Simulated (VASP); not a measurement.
Here is the system:

```
SnO
1.0
    3.68925     0.00000     0.00000
    0.00000     3.68925     0.00000
    0.00000     0.00000     4.53995
Sn O
2 2
Direct
  0.50000   0.00000   0.75182
  0.00000   0.50000   0.24818
  0.50000   0.50000   0.00000
  0.00000   0.00000   0.00000
```

The numbers are results of LDA (Ceperley-Alder, Perdew-Zunger), VASP's LDA PAW potentials (set 64) (plane waves; VASP), not measurements. Settings: 520 eV cut-off, 10×10×8 Γ-centred mesh, first-order Methfessel-Paxton smearing of 0.10 eV, potentials Sn_d O.

**Question.** The ions and cell shape at fixed volume are relaxed. Give the cell that the relaxation ends in.

**Answer.** 
```
SnO
1.0
    3.72627     0.00000     0.00000
    0.00000     3.72627     0.00000
    0.00000     0.00000     4.45019
Sn O
2 2
Direct
  0.50000   0.00000   0.74093
  0.00000   0.50000   0.25907
  0.50000   0.50000   0.00000
  0.00000   0.00000   0.00000
```
Space group P4/nmm (129), at a tolerance of 0.03 Å.

**Question.** How much energy does the relaxation gain?

**Answer.** The energy (σ→0) changes by -13.0 meV/atom, in 5 ionic steps.

| step | E(σ→0) (eV) | max force (eV/Å) | pressure (GPa) | volume (Å³) |
|---|---|---|---|---|
| 1 | -25.6356 | 0.950 | 7.74 | 61.79 |
| 2 | -25.6821 | 0.011 | 3.83 | 61.79 |
| 3 | -25.6822 | 0.041 | 3.60 | 61.79 |
| 4 | -25.6859 | 0.020 | 3.51 | 61.79 |
| 5 | -25.6876 | 0.009 | 3.36 | 61.79 |

The compound is SnO in the litharge structure. This cell is one point of a volume scan, at 0.94 of the reference volume. Symmetry was kept, so distortions that lower it aren't found.
